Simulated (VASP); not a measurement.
These are PBEsol GGA, VASP's PBE PAW potentials (set 64) (plane waves; VASP) values and carry that method's errors.

VASP ran on this input.

**INCAR**
```
# general
SYSTEM  = InP
PREC    = Accurate
ENCUT   = 500
LREAL   = .FALSE.   # projection in real space or not
LASPH   = .TRUE.   # aspherical one-centre terms

# electronic loop
EDIFF   = 1E-6   # SCF stop (eV)
NELM    = 100   # most electronic steps
ALGO    = Normal
LMAXMIX = 4   # l cut-off of mixed one-centre charges

# smearing
ISMEAR  = 0   # Gaussian
SIGMA   = 0.05   # width (eV)

# functional
GGA     = PS

# ions
IBRION  = 2   # conjugate gradients
NSW     = 40
ISIF    = 3
EDIFFG  = -0.02   # ionic stop
PSTRESS = 100   # kbar

# output
LWAVE   = .FALSE.
LCHARG  = .FALSE.
```

**POSCAR**
```
InP
1
   -0.0000000000     2.8287954786     2.8287954786
    2.8287954786     0.0000000000     2.8287954786
    2.8287954786     2.8287954786     0.0000000000
In P
1 1
Direct
  0.0000000000   0.0000000000   0.0000000000
  0.2500000000   0.2500000000   0.2500000000
```

**KPOINTS**
```
K-points
0
G
 8 8 8
0 0 0
```

POTCAR, in this order: In_d P (PBE.64 set). Program: vasp_std.

The run wrote:

### OSZICAR
```
       N       E                     dE             d eps       ncg     rms          rms(c)
DAV:   1     0.112813554830E+03    0.11281E+03   -0.86539E+03   754   0.155E+03
DAV:   2    -0.170049593085E+01   -0.11451E+03   -0.11072E+03   789   0.333E+02
DAV:   3    -0.926501627820E+01   -0.75645E+01   -0.75208E+01   989   0.904E+01
DAV:   4    -0.945487532553E+01   -0.18986E+00   -0.18974E+00   884   0.153E+01
DAV:   5    -0.946491654389E+01   -0.10041E-01   -0.10041E-01  1139   0.317E+00    0.656E+00
DAV:   6    -0.904926192852E+01    0.41565E+00   -0.72759E-01  1110   0.186E+01    0.384E+00
DAV:   7    -0.900263095445E+01    0.46631E-01   -0.22989E-01  1031   0.527E+00    0.124E+00
DAV:   8    -0.899940474013E+01    0.32262E-02   -0.22611E-02  1004   0.230E+00    0.499E-01
DAV:   9    -0.899946453699E+01   -0.59797E-04   -0.18010E-03  1039   0.730E-01    0.214E-01
DAV:  10    -0.899950412866E+01   -0.39592E-04   -0.20381E-04  1139   0.164E-01    0.137E-01
DAV:  11    -0.899952045582E+01   -0.16327E-04   -0.87151E-05   865   0.149E-01    0.113E-01
DAV:  12    -0.899952050896E+01   -0.53144E-07   -0.13990E-05   804   0.314E-02    0.223E-02
DAV:  13    -0.899952044910E+01    0.59866E-07   -0.13615E-06   714   0.797E-03
   1 F= -.61738334E+01 E0= -.61738334E+01  d E =-.617383E+01
```

File OUTCAR:
```
------------------------ aborting loop because EDIFF is reached ----------------------------------------
  FORCE on cell =-STRESS in cart. coord.  units (eV):
  Direction    XX          YY          ZZ          XY          YZ          ZX
  --------------------------------------------------------------------------------------
  Total        2.8072852      2.8072852      2.8072852      0.0000000      0.0000000      0.0000000
  in kB       99.3487673     99.3487673     99.3487673      0.0000000      0.0000000      0.0000000
  external PRESSURE =      -0.6512327 kB  Pullay stress =     100.0000000 kB
  volume of cell :       45.27
      direct lattice vectors                 reciprocal lattice vectors
     0.000000000  2.828795479  2.828795479    -0.176753676  0.176753676  0.176753676
     2.828795479  0.000000000  2.828795479     0.176753676 -0.176753676  0.176753676
     2.828795479  2.828795479  0.000000000     0.176753676  0.176753676 -0.176753676
  FREE ENERGIE OF THE ION-ELECTRON SYSTEM (eV)
  ---------------------------------------------------
  free  energy   TOTEN  =        -8.9995204491 eV

  energy  without entropy=       -8.9995204491  energy(sigma->0) =       -8.99952045
  enthalpy is  TOTEN    =        -6.1738334021 eV   P V=        2.8256870470

 reached required accuracy - stopping structural energy minimisation
```
(Selected blocks of OUTCAR.)

The compound is InP in the zinc blende structure. It was relaxed first under an external pressure of 10 GPa.
